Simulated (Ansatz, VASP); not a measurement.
## Two plane-wave programs on Be3SnCl2

File INCAR:

```
  ALGO = Normal
  EDIFF = 1E-6
  ENCUT = 520
  GGA = PE
  ISIF = 2
  ISMEAR = 0
  LASPH = T
  LCHARG = F
  LREAL = F
  LWAVE = F
  NBANDS = 26
  NELM = 80
  PREC = Accurate
  SIGMA = 0.1
```

KPOINTS

```
k-points
0
Gamma
  6 6 4
```

POSCAR

```
Be3SnCl2
1.0
    5.4151588200      0.0000000000      0.0000000000
   -2.7075794100      4.6896651000      0.0000000000
    0.0000000000      0.0000000000      4.4474541400
Be Sn Cl
3 1 2
Direct
    0.0000000000      0.5000000000      0.5000000000
    0.5000000000      0.5000000000      0.5000000000
    0.5000000000      0.0000000000      0.5000000000
    0.0000000000      0.0000000000      0.0000000000
    0.6666666700      0.3333333300      0.0000000000
    0.3333333300      0.6666666700      0.0000000000
```

Input for Ansatz:

```yaml
crystal:
  lattice:
    - [5.41515882, 0.0, 0.0]
    - [-2.70757941, 4.6896651, 0.0]
    - [0.0, 0.0, 4.44745414]
  atoms:
    - { symbol: Be, position: [0.0, 0.5, 0.5] }
    - { symbol: Be, position: [0.5, 0.5, 0.5] }
    - { symbol: Be, position: [0.5, 0.0, 0.5] }
    - { symbol: Sn, position: [0.0, 0.0, 0.0] }
    - { symbol: Cl, position: [0.66666667, 0.33333333, 0.0] }
    - { symbol: Cl, position: [0.33333333, 0.66666667, 0.0] }
basis:
  ecutwfc: 420
kpoints:
  mp_grid: { grid: [6, 6, 4] }
hamiltonian:
  xc: pbe
scf:
  occupations: { method: gaussian, width: 0.1 }
  lower_state_search: "off"
output:
  forces: true
  stress: true
  eigenvalues: true
```

Change from the starting cell: species swapped into the LaCo3Ni2 type (P6/mmm, No. 191).

Alike in both runs: task single point; functional PBE; k mesh 6 × 6 × 4; occupations gaussian, width 0.1 eV; no spin polarisation.

|  | VASP | Ansatz |
| --- | --- | --- |
| version | VASP 6.6.1 | Ansatz 0.2.0 |
| potentials or method | VASP PAW PBE potentials, release 64 (Be, Sn_d, Cl) | scalar-relativistic, plane waves, PAW |
| plane-wave cutoff (eV) | 520 | 420 |
| valence electrons in the cell | 34 | 34 |

|  | VASP | Ansatz | Ansatz less VASP |
| --- | --- | --- | --- |
| gap on the k mesh at the Fermi level (eV) | none | none | - |
| pressure (GPa) | -2.9 | -2.9 | +0.01 |
| largest component of the traceless stress (GPa) | 4.08 | 4.05 | -0.036 |

A gap of «none» marks a metal or a gap that the smearing closes.
